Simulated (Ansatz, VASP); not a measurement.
**Si23BHO48 (B-H pair in alpha-quartz): VASP beside Ansatz**

Aim: how closely do two programs agree when they are given the same cell, functional and k mesh? The cell is taken from a series of runs on this material, whose earlier steps may have relaxed, scaled, displaced or heated it; both programs get it as it stands.

Method: plane waves, with VASP 6.6.1 beside it; single point at r2SCAN, in Ansatz 0.2.0.

**1. Starting point**

The cell holds 73 atoms: 23 Si, 48 O, 1 B and 1 H. Cell: a = 9.844 Å, b = 9.844 Å, c = 10.830 Å, α = 90.0°, β = 90.0°, γ = 120.0°. It derives from SiO2 (SiO2 (P3_221)). Nearest the centre at fractional (0.249, 0.230, 0.471): B72 at 1.04 Å, O24 at 1.39 Å, O32 at 1.73 Å, O33 at 1.76 Å, O29 at 1.77 Å, H73 at 1.93 Å, Si1 at 2.73 Å, Si6 at 3.00 Å.

**2. Ansatz: single point, r2SCAN, pair 1**

Ansatz runs on its default PAW (the set named soft_2) files.

With cell and atoms fixed, the geometry can't cause a difference; cores, projectors, grids and the points listed under the comparison can.

Input file input.yaml:

```yaml
crystal:
  lattice:
    - [9.8440549, 0.0, 0.0]
    - [-4.92202745, 8.52520162, 0.0]
    - [0.0, 0.0, 10.83028533]
  atoms:
    - { symbol: Si, position: [0.225730301, -0.01162299, 0.331194081] }
    - { symbol: Si, position: [0.00182991, 0.240534074, 0.169310169] }
    - { symbol: Si, position: [0.265093319, 0.268287746, -0.00116992] }
    - { symbol: O, position: [0.177268202, 0.112685216, 0.382577139] }
    - { symbol: O, position: [0.359052854, 0.071228798, 0.226655685] }
    - { symbol: O, position: [0.42528826, 0.293655903, 0.059869054] }
    - { symbol: O, position: [0.132009456, 0.211863107, 0.103984009] }
    - { symbol: O, position: [0.077885336, 0.362178691, 0.282853035] }
    - { symbol: O, position: [0.301683346, 0.428499327, 0.451954585] }
    - { symbol: Si, position: [0.234983468, 0.001825453, 0.834732117] }
    - { symbol: Si, position: [0.009335357, 0.247250233, 0.667135086] }
    - { symbol: B, position: [0.286319558, 0.318130357, 0.536289985] }
    - { symbol: O, position: [0.204998662, 0.135687657, 0.892329776] }
    - { symbol: O, position: [0.36204461, 0.075517352, 0.72454765] }
    - { symbol: O, position: [0.415299199, 0.304814349, 0.562573452] }
    - { symbol: O, position: [0.151343241, 0.233606518, 0.605263919] }
    - { symbol: O, position: [0.079976594, 0.3803119, 0.773276024] }
    - { symbol: O, position: [0.298598374, 0.432311413, 0.939023022] }
    - { symbol: Si, position: [0.240829223, 0.495566075, 0.342700786] }
    - { symbol: Si, position: [-0.004430246, 0.721713025, 0.160844891] }
    - { symbol: Si, position: [0.27124869, 0.770389625, -3.5823e-05] }
    - { symbol: O, position: [0.212929831, 0.632363359, 0.397634957] }
    - { symbol: O, position: [0.369766762, 0.568204078, 0.232471796] }
    - { symbol: O, position: [0.427484774, 0.795749392, 0.068723913] }
    - { symbol: O, position: [0.129224359, 0.696304748, 0.098348119] }
    - { symbol: O, position: [0.06947501, 0.842857145, 0.274110197] }
    - { symbol: O, position: [0.292279426, 0.926084436, 0.440700396] }
    - { symbol: Si, position: [0.245831022, 0.509175521, 0.830953847] }
    - { symbol: Si, position: [0.003204665, 0.733822177, 0.668638585] }
    - { symbol: Si, position: [0.269086646, 0.766697756, 0.502245373] }
    - { symbol: O, position: [0.226013716, 0.649416332, 0.886596568] }
    - { symbol: O, position: [0.378401045, 0.577861168, 0.724029159] }
    - { symbol: O, position: [0.433870369, 0.801512158, 0.561383843] }
    - { symbol: O, position: [0.138619443, 0.706665979, 0.610789365] }
    - { symbol: O, position: [0.073095473, 0.862805745, 0.777996197] }
    - { symbol: O, position: [0.29807197, 0.934243463, 0.943838834] }
    - { symbol: Si, position: [0.739339651, 0.000601751, 0.333962849] }
    - { symbol: Si, position: [0.495348866, 0.23229266, 0.167089646] }
    - { symbol: Si, position: [0.765585925, 0.26901107, 0.002514692] }
    - { symbol: O, position: [0.707457443, 0.130080198, 0.396591297] }
    - { symbol: O, position: [0.864943472, 0.075402298, 0.223234188] }
    - { symbol: O, position: [0.927975846, 0.305494224, 0.067628654] }
    - { symbol: O, position: [0.628381296, 0.203049762, 0.106000185] }
    - { symbol: O, position: [0.568297492, 0.36166128, 0.275842136] }
    - { symbol: O, position: [0.797490684, 0.427912686, 0.435538103] }
    - { symbol: Si, position: [0.748236114, 0.007681077, 0.83373389] }
    - { symbol: Si, position: [0.490072285, 0.240232121, 0.663683142] }
    - { symbol: Si, position: [0.761615483, 0.265876139, 0.500109626] }
    - { symbol: O, position: [0.718783627, 0.140912799, 0.893287286] }
    - { symbol: O, position: [0.884452458, 0.081815929, 0.729497828] }
    - { symbol: O, position: [0.920790995, 0.294301065, 0.565169937] }
    - { symbol: O, position: [0.622095171, 0.212636728, 0.59926611] }
    - { symbol: O, position: [0.569159718, 0.368471147, 0.773232596] }
    - { symbol: O, position: [0.788715181, 0.428727961, 0.941520857] }
    - { symbol: Si, position: [0.734041158, 0.49659588, 0.328981039] }
    - { symbol: Si, position: [0.500687298, 0.731391687, 0.171668902] }
    - { symbol: Si, position: [0.766019859, 0.766082009, -0.000416872] }
    - { symbol: O, position: [0.716061843, 0.637747488, 0.387523237] }
    - { symbol: O, position: [0.857332587, 0.558669173, 0.215499959] }
    - { symbol: O, position: [0.927089062, 0.790769387, 0.058509838] }
    - { symbol: O, position: [0.633574013, 0.706039435, 0.10627289] }
    - { symbol: O, position: [0.57693296, 0.860156211, 0.281012146] }
    - { symbol: O, position: [0.813137739, 0.934211232, 0.436277196] }
    - { symbol: Si, position: [0.732250152, 0.500969193, 0.832196061] }
    - { symbol: Si, position: [0.510177217, 0.742089748, 0.664905249] }
    - { symbol: Si, position: [0.774442866, 0.767273944, 0.496111853] }
    - { symbol: O, position: [0.70677377, 0.637869669, 0.889686531] }
    - { symbol: O, position: [0.864772469, 0.571656367, 0.725070075] }
    - { symbol: O, position: [0.934764775, 0.794572555, 0.558764952] }
    - { symbol: O, position: [0.641119503, 0.712782839, 0.600801148] }
    - { symbol: O, position: [0.587717415, 0.874259106, 0.771183059] }
    - { symbol: O, position: [0.79981182, 0.931452487, 0.943024059] }
    - { symbol: H, position: [0.048856308, 0.054933677, 0.422949513] }
basis:
  ecutwfc: 500
  xc_grid: 2
hamiltonian:
  xc: r2scan
kpoints:
  mp_grid: { grid: [1, 1, 1], shift: [0.25, 0.25, 0.25] }
scf:
  occupations: { method: fermi_dirac, width: 0.01 }
  max_iter: 120
output:
  forces: true
checkpoint:
  read: "../relax.run"
```

The run is started by

```sh
$ ansatz run input.yaml --threads 4 --pin off --max-ram 7536MiB --backend cpu --events-out ev --progress --plain --runs-dir out
```

Numbers of over 12 decimals in the logs are rounded to 6 here.

Output:

```text
Warning: checkpoint.read: the run can stay near the saved state's solution: 5 site(s) moved relative to the saved geometry (max |Δs| = 2.188e-2 fractional); the SCF starts from the saved state under `checkpoint.density_extrapolation: transplant`, in force with no word given; its orbitals are not used off its sites. A run without `checkpoint.read` takes nothing of the state. A lower free energy from it at the same positions (and U, V and field ramp, if any) shows a solution that this start missed, and an equal or higher one rules none out (checkpoint.read, Limitations, in the input reference)
Engine: ansatz 0.2.0, x86_64-unknown-linux-gnu
Pseudopotentials: kind: paw
Pseudopotential: Si, paw, valence charge 4, recommended cutoff 500 eV (meta_gga), Si.paw.azcp
Pseudopotential: O, paw, valence charge 6, recommended cutoff 500 eV (meta_gga), O.paw.azcp
Pseudopotential: B, paw, valence charge 3, recommended cutoff 500 eV (meta_gga), B.paw.azcp
Pseudopotential: H, paw, valence charge 1, recommended cutoff 500 eV (meta_gga), H.paw.azcp
Functional definition: r2SCAN
  parameter k0 = 0.174
  parameter k1 = 0.065
  parameter a1 = 4.9479
  exchange = r2scan_x(k0 = k0, k1 = k1, a1 = a1)
  correlation = r2scan_c
Crystal: 73 atoms, lattice volume = 908.905 Å³
Basis set: ecut = 500 eV, 23025 PW (Γ), exchange–correlation on 144×144×160 points (8 copies of the dense FFT grid, shifted against one another)
Bands: 265, of which v1, the nominal top of the filled ones, is band 192 counted from 1 (191 counted from 0)
Symmetry: 1 space group operations
Space group: P1 (ITA 1), of the structure as read, at distance tolerance 9.7e-5 Å
k-points: 1
Non-local potential: Si, projectors of the file, l = 0: 2, l = 1: 2, l = 2: 2
Non-local potential: O, projectors of the file, l = 0: 2, l = 1: 2, l = 2: 1
Non-local potential: B, projectors of the file, l = 0: 2, l = 1: 2, l = 2: 1
Non-local potential: H, projectors of the file, l = 0: 2, l = 1: 1
PAW form: soft (Blöchl's): semilocal exchange-correlation on the pseudo side does not see the compensation charge
PAW frozen core: Si, regenerated for the run's functional (the file was generated under x = pbe(κ = 0.804, μ = 0.219515), c = pbe(β = 0.066725))
PAW frozen core: O, regenerated for the run's functional (the file was generated under x = pbe(κ = 0.804, μ = 0.219515), c = pbe(β = 0.066725))
PAW frozen core: B, regenerated for the run's functional (the file was generated under x = pbe(κ = 0.804, μ = 0.219515), c = pbe(β = 0.066725))
PAW one-centre angular grid: Si, 302 points (default); XC on 160 Gauss nodes
PAW one-centre angular grid: O, 302 points (default); XC on 160 Gauss nodes
PAW one-centre angular grid: B, 302 points (default); XC on 160 Gauss nodes
PAW one-centre angular grid: H, 302 points (default); XC on 160 Gauss nodes
Initial density: read from a saved state, or passed on in memory by an earlier SCF of this step, an earlier step, the calling program or the single point that the run made first, carried with its atoms to this geometry
Initial wavefunctions: pseudopotential atomic-orbital guess
Functional: x = r2scan, c = r2scan; τ floored in thin density (d = 2e-4 eV/Å³)
iter 1 solved again at ethr=4.26e-5 eV; its pass at ethr=3.10e-3 eV (dr2=1.64e-1 eV) is discarded
SCF iter   1: F=—  HF=-42253.368521 eV  |F-HF|=—  |Δ(HF+E_count)|=         —  Δρ=5.62e-3  dr2=1.64e-1  dr2_τ=6.07e-2  ethr=4.26e-5  ⟨swp⟩=6.0  Hψ=1896  notcnv=0
preconditioner: auto → Resta (q_TF=auto, 2.363 Å⁻¹)  ε∞=2.8  [insulator: Δε(μ)=6.958 eV  Ē_g=18.062 eV  σ=0.010 eV  W_gap=1.00  n_scr=212 (ndim 8)  ℏωp=24.1 eV  f_vac=0.113  D(μ)=0.00/eV (n_scr^D=0)  ε∞_Penn≈2.8]
SCF iter   2: F=—  HF=-42253.359917 eV  |F-HF|=—  |Δ(HF+E_count)|=   8.60e-3  Δρ=2.23e-3  dr2=1.99e-2  dr2_τ=4.49e-3  ethr=4.26e-5  ⟨swp⟩=6.0  Hψ=560  notcnv=0
SCF iter   3: F=—  HF=-42253.361834 eV  |F-HF|=—  |Δ(HF+E_count)|=   1.92e-3  Δρ=9.94e-4  dr2=4.03e-3  dr2_τ=4.08e-4  ethr=5.17e-6  ⟨swp⟩=2.0  Hψ=454  notcnv=0  defer=68
SCF iter   4: F=—  HF=-42253.362870 eV  |F-HF|=—  |Δ(HF+E_count)|=   1.04e-3  Δρ=1.25e-4  dr2=1.49e-4  dr2_τ=8.58e-6  ethr=1.05e-6  ⟨swp⟩=2.0  Hψ=345  notcnv=0  defer=25
automatic band count: iteration 4 solves 222 bands in place of 265: the levels show a gap, and the empty bands left out lie too high to hold charge; the band table lists the bands solved (type scf.n_extra_bands for more)
SCF iter   5: F=—  HF=-42253.362949 eV  |F-HF|=—  |Δ(HF+E_count)|=   7.83e-5  Δρ=6.67e-5  dr2=2.94e-5  dr2_τ=4.15e-6  ethr=3.88e-8  ⟨swp⟩=2.0  Hψ=388  notcnv=0  defer=25
SCF iter   6: F=—  HF=-42253.363723 eV  |F-HF|=—  |Δ(HF+E_count)|=   7.75e-4  Δρ=1.78e-5  dr2=1.90e-6  dr2_τ=2.09e-7  ethr=7.67e-9  ⟨swp⟩=2.0  Hψ=388  notcnv=0  defer=25
SCF iter   7: F=-42253.363724 eV  HF=-42253.363724 eV  |F-HF|=9.60e-9  |Δ(HF+E_count)|=   1.01e-6  Δρ=3.47e-6  dr2=8.53e-8  dr2_τ=1.42e-8  ethr=2.60e-11  ⟨swp⟩=3.0  Hψ=950  notcnv=0
SCF 1 converged in 7 iterations: F = -42253.363724 eV  dr2 = 8.53e-8
  greatest PAW one-centre occupation: 0.870 electrons in one spin orbital (limit 2), on the O atom at site 25 (counted from 0), in its partial waves of l = 0
SCF converged after 7 iterations
Free energy (F): -42253.363724 eV
Harris-Foulkes:  -42253.363724 eV  (|F-HF|=9.60e-9)
Internal energy: -42253.363724 eV  (E = F + TS)
E sigma→0 (E₀):  -42253.363724 eV
Fermi energy:    5.658815 eV
--- Per-component energies (eV) ---
  E_band       = -1966.209354
  E_kinetic    = 9729.366308
  E_local      = -23717.249581  (includes V_loc(G=0)·N_el)
  E_nonlocal   = 2820.903261
  E_hartree    = 8531.586753
  E_xc         = -4787.134355
  E_vxc        = -6354.249092  (∫ρ·V_xc dr)
  E_paw        = -19764.574940  (= ΣΔE_a)
  E_vpaw       = -1907.665471  (= ΣTr[D̂ρ^β])
  E_aug_tail   = 0.050224  (compensation charges beyond the density's cutoff)
  E_vtau       = 399.448699  (kinetic-family band-sum trace: ∫τ·v_τ [+ j·A + Jᵃ·Aᵃ] dr)
  E_ewald      = -15063.001829
  E_core_change = -3.309565  (= ΣΔE_core)
  E_smearing   = -0.000000  (= −TS)
  E_closure    = -0.000000  (closes the sum)
  Σ components = -42253.363724   (vs F -42253.363724, Δ=0.00e0)
--- Forces (eV/Å), atoms counted from 1 ---
  atom   1  Si    -0.21876011     0.00648662     0.11464905
  atom   2  Si     0.06853746     0.03634863     0.00338623
  atom   3  Si     0.00196744    -0.01021222     0.02776072
  atom   4  O     -4.29545821    -1.75032308     1.92914663
  atom   5  O      0.09975692     0.02187626    -0.08859392
  atom   6  O     -0.00051747     0.00997865    -0.01444788
  atom   7  O     -0.01757805     0.00528468    -0.01692601
  atom   8  O     -0.02129229    -0.00256524    -0.00930840
  atom   9  O     -0.01309749     0.03715209     0.00824153
  atom  10  Si     0.00939455     0.01450552     0.00598355
  atom  11  Si     0.03906314     0.04547761     0.02742151
  atom  12  B      0.02322094    -0.08092650    -0.11120542
  atom  13  O     -0.00106484    -0.00465189    -0.00747365
  atom  14  O      0.00306976    -0.00333814     0.00740580
  atom  15  O      0.02649184     0.01889032     0.03929735
  atom  16  O     -0.06818374    -0.01573538     0.05101310
  atom  17  O     -0.00813745    -0.00466065    -0.00348761
  atom  18  O     -0.00354119     0.00825581    -0.00954106
  atom  19  Si     0.01025702    -0.03379720     0.02262777
  atom  20  Si     0.02632623     0.05421808     0.05336860
  atom  21  Si    -0.02176675     0.00191784     0.01368100
  atom  22  O      0.00670747    -0.01063063     0.00116093
  atom  23  O      0.01065917     0.02149715    -0.00744855
  atom  24  O      0.01611514     0.00333570     0.01112261
[...]
atom  66  Si     0.07570255    -0.30158483     0.11373885
  atom  67  O     -0.00312035     0.00215234    -0.00562224
  atom  68  O     -0.00125204     0.01029964    -0.01346462
  atom  69  O     -0.07614099     0.03147541    -0.04282061
  atom  70  O      0.03317047     0.04277969    -0.05453108
  atom  71  O      0.00778067    -0.00215578    -0.01002084
  atom  72  O     -0.00536901     0.00318733    -0.00690048
  atom  73  H      4.23991503     1.88901286    -1.94960883
  max |Σ_I F_I| component: 1.87e-3 eV/Å
```

[end of part 1 of 3]

[Lines on the potential files, build, host, timing and source positions are cut from VASP's logs without a mark.]

[Logs are printed without paths, hosts, clocks, repeated set-up lines and the standing remarks that a program may print on its own settings, such as how far it seeks lower states.]

[Hosts, paths, dates, database ids (printed as entryN), source tags and the programs' standing remarks are cut or masked in the printed files.]
